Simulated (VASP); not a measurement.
Consider the following.

```
CuSc3C
1.0
    4.54986     0.00000     0.00000
    0.00000     4.54986     0.00000
    0.00000     0.00000     4.54986
Cu C Sc
1 1 3
Direct
  0.00000   0.00000   0.00000
  0.50000   0.50000   0.50000
  0.00000   0.50000   0.50000
  0.50000   0.50000   0.00000
  0.50000   0.00000   0.50000
```

The numbers are results of PBE GGA, VASP's PBE PAW potentials (set 64) (plane waves; VASP), not measurements. Numerical set-up: EDIFF = 1E-2, 520 eV cut-off, 5×5×5 Γ-centred mesh, Gaussian smearing of 0.050 eV, potentials Cu C Sc_sv.

Problem. Give the stress tensor in GPa (positive for a compressed cell).

Solution. 
```
-2.67   0.00   0.00
 0.00  -2.67   0.00
 0.00   0.00  -2.67
```
The pressure is its mean diagonal, -2.67 GPa.

The structure was generated: Sc3CuC was put into the cubic-perovskite type (Pm-3m), which need not be its known phase. The cell was not relaxed at this level. The run is one of a series of settings (EDIFF = 1E-2 against the base run), some of them coarse on purpose.
